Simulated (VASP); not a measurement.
All values below come from r2SCAN meta-GGA, VASP's PBE PAW potentials (set 64) (plane waves; VASP).

Input for VASP

**POSCAR**
```
Si3Ru2
17.7194340
  0.3142485238   0.0000000000   0.0000000000
  0.0000000000   0.3142485238   0.0000000000
  0.0000000000   0.0000000000   0.4999999946
Ru Si
8 12
Cart
  0.0000000000   0.1571242619   0.1862644620
  0.1571242619   0.0000000000   0.3137355326
  0.0000000000   0.1571242619   0.4362644594
  0.1571242619   0.0000000000   0.0637355353
  0.1571242619   0.1571242619   0.1249999987
  0.1571242619   0.1571242619   0.3749999960
  0.0000000000   0.0000000000   0.0000000000
  0.0000000000   0.0000000000   0.2499999973
  0.0639956769   0.1117389387   0.0465593193
  0.1117389387   0.2502528468   0.4534406753
  0.2502528468   0.2025095851   0.0465593193
  0.2025095851   0.0639956769   0.4534406753
  0.2502528468   0.1117389387   0.2965593166
  0.2025095851   0.2502528468   0.2034406780
  0.0639956769   0.2025095851   0.2965593166
  0.1117389387   0.0639956769   0.2034406780
  0.0538561866   0.0538561866   0.3749999960
  0.0538561866   0.2603923372   0.1249999987
  0.2603923372   0.2603923372   0.3749999960
  0.2603923372   0.0538561866   0.1249999987
```

KPOINTS:
```
Automatic mesh
0
Gamma
5 5 3
0 0 0
```

**KPOINTS_OPT**
```
k-points along high-symmetry lines
6
Line-mode
Reciprocal
  0.000000   0.000000   0.000000 ! GAMMA
  0.000000   0.500000   0.000000 ! X

  0.000000   0.500000   0.000000 ! X
  0.500000   0.500000   0.000000 ! M

  0.500000   0.500000   0.000000 ! M
  0.000000   0.000000   0.000000 ! GAMMA

  0.000000   0.000000   0.000000 ! GAMMA
  0.000000   0.000000   0.500000 ! Z

  0.000000   0.000000   0.500000 ! Z
  0.000000   0.500000   0.500000 ! R

  0.000000   0.500000   0.500000 ! R
  0.500000   0.500000   0.500000 ! A

  0.500000   0.500000   0.500000 ! A
  0.000000   0.000000   0.500000 ! Z

  0.000000   0.500000   0.000000 ! X
  0.000000   0.500000   0.500000 ! R

  0.500000   0.500000   0.000000 ! M
  0.500000   0.500000   0.500000 ! A
```

**INCAR**
```
NELM = 100   ! most electronic steps
ISIF = 2   ! forces and stress, cell fixed
METAGGA = R2SCAN
LCHARG = .FALSE.
ISMEAR = -5
PREC = Accurate
LEFG = .TRUE.
ALGO = Normal
EDIFF = 1E-7   ! SCF stop (eV)
ENCUT = 400   ! plane-wave cut-off (eV)
LREAL = Auto   ! projection in real space or not
LMAXMIX = 4
LASPH = .TRUE.
LWAVE = .FALSE.
NEDOS = 601   ! DOS grid
SYSTEM = Si3Ru2
LMIXTAU = .TRUE.
LORBIT = 11
```

POTCAR, in this order: Ru_pv Si (PBE.64 set). Program: vasp_std.

Q: What will the output report for the number of irreducible k-points (NKPTS), number of bands (NBANDS), largest plane-wave count, number of space-group operations, FFT grid (NGX, NGY, NGZ)?

A: 
The number of irreducible k-points (NKPTS) is 12 and the number of bands (NBANDS) is 96. The largest plane-wave count is 5017. The number of space-group operations is 8 and the FFT grid (NGX, NGY, NGZ) comes out as 36 × 36 × 60.

The structure comes from a measured Si3Ru2 entry (P-4c2) of the Crystallography Open Database, whose conditions weren't checked. It was relaxed first.
